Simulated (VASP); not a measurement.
# Ag16H2C: core-level shifts

Wanted: the chemical shifts that photoemission would resolve in Ag16H2C.

Calculated with VASP 6.6.1; PBE; plane waves and PAW (H, C, Ag), in the first sound run; inputs show where later runs differ.

### 1. The starting structure

The cell holds 19 atoms: 2 H, 1 C and 16 Ag. Its edges and angles: a = 5.869 Å, b = 5.869 Å, c = 24.758 Å, α = 90.0°, β = 90.0°, γ = 60.0°. It derives from Ag. Adsorbate: added CH2, site ontop, coverage in monolayers 0.25, cell 2x2, faces one. Regions: adsorbate, 3 atoms (2 H and 1 C); layer 1, 4 atoms (4 Ag); layer 2, 4 atoms (4 Ag); layer 3, 4 atoms (4 Ag); other layers, 4 atoms (4 Ag). Vacuum lies along c.

### 2. Relaxation

The free atoms are relaxed first inside the given cell, which is kept (ISIF = 0), since core levels depend on the positions.

The input, INCAR:

```
SYSTEM = Ag16H2C
PREC = Normal
ENCUT = 400
EDIFF = 1E-05
NELM = 100
ISMEAR = 0
SIGMA = 0.1
LREAL = Auto
ALGO = Fast
GGA = PE
NBANDS = 112
LASPH = .TRUE.
LWAVE = .FALSE.
LCHARG = .FALSE.
KPAR = 2
NCORE = 4
IBRION = 2
NSW = 50
ISIF = 0
EDIFFG = -0.05
```

The input, POSCAR:

```
Ag16H2C
1.0
    5.8689862838      0.0000000000      0.0000000000
    2.9344931419      5.0826912163      0.0000000000
    0.0000000000      0.0000000000     24.7580108514
H C Ag
2 1 16
Selective dynamics
Direct
    0.1539626590      0.0000000000      0.6970677470  T T T
    0.8478128480      0.0000000000      0.6970677470  T T T
    0.0009059980      0.0000000000      0.6720253480  T T T
    0.0000000000      0.0000000000      0.5932629620  T T T
    0.5000000000      0.0000000000      0.5932629620  T T T
    0.0000000000      0.5000000000      0.5932629620  T T T
    0.5000000000      0.5000000000      0.5932629620  T T T
    0.8333333330      0.3333333330      0.4964860590  T T T
    0.3333333330      0.3333333330      0.4964860590  T T T
    0.8333333330      0.8333333330      0.4964860590  T T T
    0.3333333330      0.8333333330      0.4964860590  T T T
    0.1666666670      0.1666666670      0.3997091560  F F F
    0.6666666670      0.1666666670      0.3997091560  F F F
    0.1666666670      0.6666666670      0.3997091560  F F F
    0.6666666670      0.6666666670      0.3997091560  F F F
    0.0000000000      0.0000000000      0.3029322530  F F F
    0.5000000000      0.0000000000      0.3029322530  F F F
    0.0000000000      0.5000000000      0.3029322530  F F F
    0.5000000000      0.5000000000      0.3029322530  F F F
```

The input, KPOINTS:

```
Automatic mesh
0
Gamma
4 4 1
0 0 0
```

The projector-augmented-wave data sets are H, C and Ag (PBE family, release 64).

Started as:

```sh
> mpirun -np 8 vasp_std
```

The program printed:

```text
[banner, memory and clock lines left out]
running    8 mpi-ranks, on    1 nodes
 distrk:  each k-point on    4 cores,    2 groups
 distr:  one band on    4 cores,    1 groups

 POSCAR found type information on POSCAR H C Ag
 POSCAR found :  3 types and      19 ions
 LDA part: xc-table for (Slater+PW92), standard interpolation
 POSCAR, INCAR and KPOINTS ok, starting setup
 FFT: planning ... GRIDC
 FFT: planning ... GRID_SOFT
 FFT: planning ... GRID
 WAVECAR not read
 entering main loop
       N       E                     dE             d eps       ncg     rms          rms(c)
DAV:   1     0.100706128584E+04    0.10071E+04   -0.73274E+04  2264   0.115E+03
DAV:   2    -0.150545029770E+02   -0.10221E+04   -0.96936E+03  2464   0.275E+02
DAV:   3    -0.610634640409E+02   -0.46009E+02   -0.44930E+02  2528   0.543E+01
DAV:   4    -0.621231766940E+02   -0.10597E+01   -0.10561E+01  2480   0.819E+00
DAV:   5    -0.621564764032E+02   -0.33300E-01   -0.33294E-01  2560   0.145E+00    0.212E+01
RMM:   6    -0.577836779414E+02    0.43728E+01   -0.21013E+01  2244   0.140E+01    0.151E+01
RMM:   7    -0.561591748599E+02    0.16245E+01   -0.34892E+00  2241   0.397E+00    0.116E+01
RMM:   8    -0.544912115965E+02    0.16680E+01   -0.11184E+00  2244   0.277E+00    0.664E+00
RMM:   9    -0.541469078133E+02    0.34430E+00   -0.34057E-01  2254   0.150E+00    0.119E+00
RMM:  10    -0.541233054265E+02    0.23602E-01   -0.45591E-02  2244   0.533E-01    0.551E-01
RMM:  11    -0.541179426213E+02    0.53628E-02   -0.72382E-03  2250   0.238E-01    0.229E-01
RMM:  12    -0.541163367690E+02    0.16059E-02   -0.27632E-03  2251   0.123E-01    0.121E-01
RMM:  13    -0.541155612636E+02    0.77551E-03   -0.20966E-03  2273   0.902E-02    0.554E-02
RMM:  14    -0.541155704961E+02   -0.92325E-05   -0.21666E-04  2254   0.390E-02    0.365E-02
RMM:  15    -0.541156000015E+02   -0.29505E-04   -0.27035E-04  2198   0.299E-02    0.215E-02
RMM:  16    -0.541157262815E+02   -0.12628E-03   -0.90232E-05  1761   0.163E-02    0.130E-02
RMM:  17    -0.541159516946E+02   -0.22541E-03   -0.43358E-05  1470   0.109E-02    0.939E-03
RMM:  18    -0.541160453418E+02   -0.93647E-04   -0.19902E-05  1407   0.678E-03    0.388E-03
RMM:  19    -0.541161535008E+02   -0.10816E-03   -0.12753E-05  1345   0.543E-03    0.319E-03
RMM:  20    -0.541162029377E+02   -0.49437E-04   -0.26190E-06   807   0.296E-03    0.192E-03
RMM:  21    -0.541162650326E+02   -0.62095E-04   -0.26400E-06   879   0.286E-03    0.107E-03
RMM:  22    -0.541163107903E+02   -0.45758E-04   -0.21197E-06   741   0.248E-03    0.704E-04
RMM:  23    -0.541163306427E+02   -0.19852E-04   -0.91954E-07   598   0.214E-03    0.562E-04
RMM:  24    -0.541163365945E+02   -0.59518E-05   -0.28979E-07   434   0.180E-03
   1 F= -.54116337E+02 E0= -.54098324E+02  d E =-.541163E+02
 curvature:   0.00 expect dE= 0.000E+00 dE for cont linesearch  0.000E+00
 trial: gam= 0.00000 g(F)=  0.117E+00 g(S)=  0.000E+00 ort = 0.000E+00 (trialstep = 0.100E+01)
 search vector abs. value=  0.117E+00
 bond charge predicted
       N       E                     dE             d eps       ncg     rms          rms(c)
DAV:   1    -0.541278883077E+02   -0.11558E-01   -0.27016E+01  2280   0.130E+01    0.106E+00
RMM:   2    -0.541476554475E+02   -0.19767E-01   -0.21319E-01  2244   0.160E+00    0.106E+00
RMM:   3    -0.541465441527E+02    0.11113E-02   -0.30255E-02  2253   0.584E-01    0.615E-01
RMM:   4    -0.541506558921E+02   -0.41117E-02   -0.93745E-03  2260   0.287E-01    0.584E-01
RMM:   5    -0.541446540978E+02    0.60018E-02   -0.41637E-03  2268   0.159E-01    0.970E-02
RMM:   6    -0.541446592603E+02   -0.51624E-05   -0.64153E-04  2257   0.771E-02    0.488E-02
RMM:   7    -0.541446492719E+02    0.99883E-05   -0.14324E-04  2216   0.368E-02    0.221E-02
RMM:   8    -0.541446610901E+02   -0.11818E-04   -0.61106E-05  1596   0.184E-02    0.625E-03
RMM:   9    -0.541446650226E+02   -0.39325E-05   -0.80350E-06  1310   0.847E-03
   2 F= -.54144665E+02 E0= -.54126325E+02  d E =-.283284E-01
[... from here on, the cycles between the ionic steps are left out ...]
   3 F= -.54153272E+02 E0= -.54135052E+02  d E =-.369354E-01
   4 F= -.54162342E+02 E0= -.54144297E+02  d E =-.906963E-02
   5 F= -.54166214E+02 E0= -.54148107E+02  d E =-.129418E-01
   6 F= -.54171278E+02 E0= -.54153216E+02  d E =-.506435E-02
   7 F= -.54178378E+02 E0= -.54160416E+02  d E =-.121644E-01
   8 F= -.54182294E+02 E0= -.54164527E+02  d E =-.160798E-01
   9 F= -.54181963E+02 E0= -.54164379E+02  d E =0.330627E-03
  10 F= -.54183623E+02 E0= -.54165944E+02  d E =-.132955E-02
  11 F= -.54185731E+02 E0= -.54168081E+02  d E =-.210824E-02
  12 F= -.54186116E+02 E0= -.54168482E+02  d E =-.249267E-02
  13 F= -.54186388E+02 E0= -.54168786E+02  d E =-.276499E-02
  14 F= -.54187160E+02 E0= -.54169608E+02  d E =-.772220E-03
  15 F= -.54187165E+02 E0= -.54169612E+02  d E =-.776486E-03
  16 F= -.54187727E+02 E0= -.54170192E+02  d E =-.562432E-03
 trial-energy change:   -0.000562  1 .order   -0.000548   -0.000862   -0.000234
 step:   0.7720(harm=  0.7720)  dis= 0.00435  next Energy=   -54.187756 (dE=-0.591E-03)
 bond charge predicted
       N       E                     dE             d eps       ncg     rms          rms(c)
DAV:   1    -0.541877913600E+02   -0.56017E-04   -0.32886E-02  2336   0.490E-01    0.230E-02
RMM:   2    -0.541878283131E+02   -0.36953E-04   -0.20434E-04  2240   0.600E-02    0.329E-02
RMM:   3    -0.541878045822E+02    0.23731E-04   -0.31776E-05  1430   0.210E-02    0.137E-02
RMM:   4    -0.541878040330E+02    0.54917E-06   -0.65345E-06  1237   0.850E-03
  17 F= -.54187804E+02 E0= -.54170280E+02  d E =-.639319E-03
 curvature:  -0.77 expect dE=-0.299E-03 dE for cont linesearch -0.825E-05
 trial: gam= 0.17877 g(F)=  0.389E-03 g(S)=  0.000E+00 ort = 0.181E-03 (trialstep = 0.605E+00)
 search vector abs. value=  0.551E-03
 reached required accuracy - stopping structural energy minimisation
```

The job ended after 2.8 min (8 MPI ranks of Intel Xeon 6975P-C (Granite Rapids), shared host; peak memory 2 GiB; 22 min of CPU time).

Lines that name or quote the potential files are left out of all logs, and their timing lines are given in words.

From OUTCAR (step 2):

```text
ion  position               nearest neighbor table
   1  0.154  0.000  0.697-   3 1.09
   2  0.848  0.000  0.697-   3 1.09
   3  0.001  0.000  0.672-   1 1.09   2 1.09   4 1.95
   4  0.000  0.000  0.593-   3 1.95  11 2.93   8 2.93  10 2.93   5 2.93   5 2.93   6 2.93   7 2.93
                             6 2.93   7 2.93
   5  0.500  0.000  0.593-  10 2.93   9 2.93  11 2.93   4 2.93   4 2.93   6 2.93   7 2.93   7 2.93
                             6 2.93
   6  0.000  0.500  0.593-   9 2.93  10 2.93   8 2.93   7 2.93   7 2.93   4 2.93   5 2.93   5 2.93
                             4 2.93
   7  0.500  0.500  0.593-   8 2.93  11 2.93   9 2.93   6 2.93   6 2.93   4 2.93   5 2.93   4 2.93
                             5 2.93
   8  0.833  0.333  0.496-  13 2.93   7 2.93   4 2.93  12 2.93   6 2.93  15 2.93   9 2.93   9 2.93
                            10 2.93  11 2.93  10 2.93  11 2.93
   9  0.333  0.333  0.496-  12 2.93   6 2.93   5 2.93   7 2.93  13 2.93  14 2.93   8 2.93   8 2.93
                            10 2.93  11 2.93  11 2.93  10 2.93
  10  0.833  0.833  0.496-  15 2.93   5 2.93   6 2.93  14 2.93   4 2.93  13 2.93  11 2.93  11 2.93
                             8 2.93   9 2.93   9 2.93   8 2.93
  11  0.333  0.833  0.496-  14 2.93   4 2.93   7 2.93   5 2.93  15 2.93  12 2.93  10 2.93  10 2.93
                             8 2.93   9 2.93   8 2.93   9 2.93
  12  0.167  0.167  0.400-   9 2.93  17 2.93  18 2.93   8 2.93  16 2.93  11 2.93  13 2.93  13 2.93
                            14 2.93  15 2.93  14 2.93  15 2.93
  13  0.667  0.167  0.400-   8 2.93  16 2.93  19 2.93  17 2.93   9 2.93  10 2.93  12 2.93  12 2.93
                            14 2.93  15 2.93  15 2.93  14 2.93
  14  0.167  0.667  0.400-  11 2.93  19 2.93  16 2.93  18 2.93  10 2.93   9 2.93  15 2.93  15 2.93
                            12 2.93  13 2.93  13 2.93  12 2.93
  15  0.667  0.667  0.400-  10 2.93  18 2.93  17 2.93  11 2.93  19 2.93   8 2.93  14 2.93  14 2.93
                            12 2.93  13 2.93  12 2.93  13 2.93
  16  0.000  0.000  0.303-  13 2.93  14 2.93  12 2.93  17 2.93  17 2.93  18 2.93  19 2.93  18 2.93
                            19 2.93
  17  0.500  0.000  0.303-  12 2.93  15 2.93  13 2.93  16 2.93  16 2.93  18 2.93  19 2.93  19 2.93
                            18 2.93
  18  0.000  0.500  0.303-  15 2.93  12 2.93  14 2.93  19 2.93  19 2.93  16 2.93  17 2.93  17 2.93
                            16 2.93
  19  0.500  0.500  0.303-  14 2.93  13 2.93  15 2.93  18 2.93  18 2.93  16 2.93  17 2.93  16 2.93
                            17 2.93

  LATTYP: Found a hexagonal cell.
 ALAT       =     5.8689862839
 C/A-ratio  =     4.2184475570

 Subroutine GETGRP returns: Found  1 space group operations
 (whereof  1 operations were pure point group operations)

The static configuration has the point symmetry C_1 .

 Found     10 irreducible k-points:

   k-points           NKPTS =     10   k-points in BZ     NKDIM =     10   number of bands    NBANDS=    112

   dimension x,y,z NGX =    30 NGY =   30 NGZ =  126
   dimension x,y,z NGXF=    60 NGYF=   60 NGZF=  252

   ENCUT  =  400.0 eV  29.40 Ry    5.42 a.u.   9.57  9.57 40.37*2*pi/ulx,y,z

   NELECT =     182.0000    total number of electrons

 k-points in reciprocal lattice and weights: Automatic mesh
   0.00000000  0.00000000  0.00000000       0.062
   0.25000000  0.00000000  0.00000000       0.125
   0.25000000  0.25000000  0.00000000       0.125
   0.00000000  0.25000000  0.00000000       0.125
   0.50000000  0.00000000  0.00000000       0.062
   0.50000000  0.50000000  0.00000000       0.062
   0.00000000  0.50000000  0.00000000       0.062
   0.50000000  0.25000000  0.00000000       0.125
   0.25000000  0.50000000  0.00000000       0.125
  -0.25000000  0.25000000  0.00000000       0.125

 average (electrostatic) potential at core
       1 -37.1880       2 -37.1943       3 -54.3384       4 -78.9690       5 -78.4408
       6 -78.3698       7 -78.3698       8 -78.5110       9 -78.5261      10 -78.5310
      11 -78.5309      12 -78.5270      13 -78.5268      14 -78.5626      15 -78.5451
      16 -78.4685      17 -78.4216      18 -78.4557      19 -78.4557

 E-fermi :   0.4498

 k-point     1 :       0.0000    0.0000    0.0000
  band No.  band energies     occupation
    ...
     84      -2.2592      2.00000
     85      -2.2368      2.00000
     86      -1.0259      2.00000
     87       0.0413      2.00000
     88       0.2982      1.96796
     89       0.6799      0.00113
     90       0.7037      0.00033
     91       0.8411      0.00000
     92       1.3995      0.00000
     93       1.4327      0.00000
    ...

 k-point     2 :       0.2500    0.0000    0.0000
  band No.  band energies     occupation
    ...
     87      -0.9899      2.00000
     88      -0.5912      2.00000
     89      -0.0020      2.00000
     90       0.2844      1.98064
     91       0.4078      1.44743
     92       0.6612      0.00279
     93       0.9207      0.00000
     94       1.1714      0.00000
     95       1.3806      0.00000
     96       1.9937      0.00000
    ...

 k-point     3 :       0.2500    0.2500    0.0000
  band No.  band energies     occupation
    ...
     87      -0.9897      2.00000
     88      -0.5912      2.00000
     89      -0.0020      2.00000
     90       0.2844      1.98064
     91       0.4078      1.44692
     92       0.6611      0.00280
     93       0.9208      0.00000
     94       1.1715      0.00000
     95       1.3806      0.00000
     96       1.9938      0.00000
    ...

  energy-cutoff  :      400.00
  volume of cell :      738.54
      direct lattice vectors                 reciprocal lattice vectors
     5.868986284  0.000000000  0.000000000     0.170387176 -0.098373082  0.000000000
     2.934493142  5.082691216  0.000000000     0.000000000  0.196746164  0.000000000
     0.000000000  0.000000000 24.758010851     0.000000000  0.000000000  0.040390967

 POSITION                                       TOTAL-FORCE (eV/Angst)
 -----------------------------------------------------------------------------------
      0.91931      0.00062     17.26839        -0.022213      0.003734     -0.031849
      4.96070      0.00058     17.27032         0.002963      0.003588     -0.018561
      0.00443      0.00595     16.66106         0.019085     -0.000209      0.034461
      5.86910      0.00303     14.63514        -0.000261     -0.003257     -0.047176
      5.86917      5.08027     14.54352        -0.000568      0.004210      0.010991
      7.33503      2.54257     14.70341         0.003220     -0.002430     -0.018963
      4.40228      2.54309     14.70333        -0.003265     -0.002672     -0.019534
      5.86899      1.69347     12.26782        -0.000051      0.003931      0.015759
      2.93446      1.70909     12.26378         0.000215     -0.015560     -0.019685
      7.34821      4.22806     12.24027        -0.014125      0.008895     -0.004835
      4.39004      4.22796     12.23957         0.013791      0.009237     -0.003271
      1.46725      0.84712      9.89600         0.043127      0.026811     -0.009916
      4.40174      0.84712      9.89600        -0.042882      0.026183     -0.009942
      2.93449      3.38846      9.89600        -0.000324     -0.055597     -0.024617
      5.86899      3.38846      9.89600         0.000754     -0.004364     -0.011973
      0.00000      0.00000      7.50000        -0.000002      0.012752      0.072240
      2.93449      0.00000      7.50000         0.000258      0.006313      0.049683
      1.46725      2.54135      7.50000        -0.002553     -0.010713      0.018490
      4.40174      2.54135      7.50000         0.002832     -0.010852      0.018698
 -----------------------------------------------------------------------------------
    total drift:                               -0.002605     -0.006924      0.035941

  FREE ENERGIE OF THE ION-ELECTRON SYSTEM (eV)
  ---------------------------------------------------
  free  energy   TOTEN  =       -54.1878040330 eV

  energy  without entropy=      -54.1527568088  energy(sigma->0) =      -54.17028042

 reached required accuracy - stopping structural energy minimisation

[... 3 further parts left out ...]
```

CONTCAR:

```
Ag16H2C
   1.00000000000000
     5.8689862838000000    0.0000000000000000    0.0000000000000000
     2.9344931419000000    5.0826912162999998    0.0000000000000000
     0.0000000000000000    0.0000000000000000   24.7580108514000017
  H               C               Ag
     2     1    16
Selective dynamics
Direct
     0.1565775573299671    0.0001228078385646    0.6974869481009610   T   T   T
     0.8451838562352104    0.0001132948375114    0.6975647654207354   T   T   T
     0.0001696777650891    0.0011713649468670    0.6729564979321988   T   T   T
     0.9997219661282991    0.0005957180341873    0.5911276123390514   T   T   T
     0.5002702656918755    0.9995235729363423    0.5874267925183712   T   T   T
     0.9996741146745368    0.5002401759356842    0.5938850069512559   T   T   T
     0.4999207137928339    0.5003424361190093    0.5938818182856849   T   T   T
     0.8334095483752151    0.3331828814188870    0.4955092876852751   T   T   T
     0.3318667353888485    0.3362564876361534    0.4953458574924403   T   T   T
     0.8361137900233175    0.8318543266754945    0.4943961733074274   T   T   T
     0.3320897557667205    0.8318345797555443    0.4943681394372147   T   T   T
     0.1666666670000012    0.1666666670000012    0.3997091560000001   F   F   F
     0.6666666670000012    0.1666666670000012    0.3997091560000001   F   F   F
     0.1666666670000012    0.6666666670000012    0.3997091560000001   F   F   F
     0.6666666670000012    0.6666666670000012    0.3997091560000001   F   F   F
     0.0000000000000000    0.0000000000000000    0.3029322530000016   F   F   F
     0.5000000000000000    0.0000000000000000    0.3029322530000016   F   F   F
     0.0000000000000000    0.5000000000000000    0.3029322530000016   F   F   F
     0.5000000000000000    0.5000000000000000    0.3029322530000016   F   F   F
```

Relaxation path:

| step | energy less that of the first step (eV) | largest force (eV/Å) |
| --- | --- | --- |
| 1 | 0.0000 | 1.1003 |
| 2 | -0.0283 | 1.1165 |
| 3 | -0.0369 | 0.5266 |
| 4 | -0.0460 | 0.4272 |
| 5 | -0.0499 | 0.2389 |
| 6 | -0.0549 | 0.2099 |
| 7 | -0.0620 | 0.1502 |
| 8 | -0.0660 | 0.2327 |
| 9 | -0.0656 | 0.3681 |
| 10 | -0.0673 | 0.1112 |
| 11 | -0.0694 | 0.0778 |
| 12 | -0.0698 | 0.0842 |
| 13 | -0.0701 | 0.1651 |
| 14 | -0.0708 | 0.1094 |
| 15 | -0.0708 | 0.1013 |
| 16 | -0.0714 | 0.0726 |
| 17 | -0.0715 | 0.0734 |

The atoms that moved most (Å):

| atom | dx | dy | dz | length |
| --- | --- | --- | --- | --- |
| Ag5 | 0.000 | -0.002 | -0.144 | 0.145 |
| Ag11 | -0.012 | -0.008 | -0.052 | 0.054 |
| Ag10 | 0.012 | -0.008 | -0.052 | 0.054 |
| Ag4 | 0.000 | 0.003 | -0.053 | 0.053 |
| Ag9 | 0.000 | 0.015 | -0.028 | 0.032 |
| Ag8 | 0.000 | -0.001 | -0.024 | 0.024 |
| C3 | -0.001 | 0.006 | 0.023 | 0.024 |
| H2 | -0.015 | 0.001 | 0.012 | 0.019 |

The relaxed structure:

```
H C Ag
1.0
     5.86899    0.00000    0.00000
     2.93449    5.08269    0.00000
     0.00000    0.00000   24.75801
H C Ag
2 1 16
Direct
  0.15658 0.00012 0.69749
  0.84518 0.00011 0.69756
  0.00017 0.00117 0.67296
  0.99972 0.00060 0.59113
  0.50027 0.99952 0.58743
  0.99967 0.50024 0.59389
  0.49992 0.50034 0.59388
  0.83341 0.33318 0.49551
  0.33187 0.33626 0.49535
  0.83611 0.83185 0.49440
  0.33209 0.83183 0.49437
  0.16667 0.16667 0.39971
  0.66667 0.16667 0.39971
  0.16667 0.66667 0.39971
  0.66667 0.66667 0.39971
  0.00000 0.00000 0.30293
  0.50000 0.00000 0.30293
  0.00000 0.50000 0.30293
  0.50000 0.50000 0.30293
```

Numbers from this step:

```
free energy (TOTEN)     : -54.1878 eV
energy at zero smearing : -54.1703 eV
Fermi energy            : 0.4498 eV
```

The forces on the free atoms are under 0.05 eV/Å, while the fixed ones keep up to 0.073 eV/Å.

(Part 1 of 3 ends here.)

[Lines on the potential files, build, host, timing and source positions are cut from VASP's logs without a mark.]

[Logs are printed without paths, hosts, clocks, repeated set-up lines and the standing remarks that a program may print on its own settings, such as how far it seeks lower states.]

[Hosts, paths, dates, database ids (printed as entryN), source tags and the programs' standing remarks are cut or masked in the printed files.]
